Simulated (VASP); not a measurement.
Given:

```
AlTi
1.0
    0.00000     3.01367     3.01367
    3.01367     0.00000     3.01367
    3.01367     3.01367     0.00000
Ti Al
1 1
Cartesian
  6.02735   6.02735   6.02735
  1.50684   1.50684   1.50684
```

Calculation: r2SCAN meta-GGA, VASP's PBE PAW potentials (set 64) (plane waves; VASP). Settings: 400 eV cut-off, 12×12×12 Γ-centred mesh, tetrahedra with Blöchl corrections, potentials Ti_sv Al.

Question: Give the energies of bands 5 to 10 at the high-symmetry points, in eV from the Fermi level.

Answer: 
| band | Γ | X | U | L | W |
|---|---|---|---|---|---|
| 5 | -6.64 | -3.96 | -4.03 | -4.72 | -3.95 |
| 6 | -0.50 | -2.14 | -1.65 | -2.17 | -1.33 |
| 7 | -0.50 | 0.09 | -0.67 | -0.24 | -0.84 |
| 8 | -0.50 | 0.46 | 0.27 | -0.24 | -0.02 |
| 9 | 1.16 | 0.46 | 0.38 | 1.31 | 0.51 |
| 10 | 1.16 | 1.64 | 1.23 | 1.31 | 1.00 |

It has no gap at this level: it comes out as a metal or semimetal.

The structure was generated: TiAl was put into the zinc blende type (F-43m), which need not be its known phase. It was relaxed first, which changed the volume by -20 %. The electron count is odd and the run is not spin-polarised, which forces a metal.
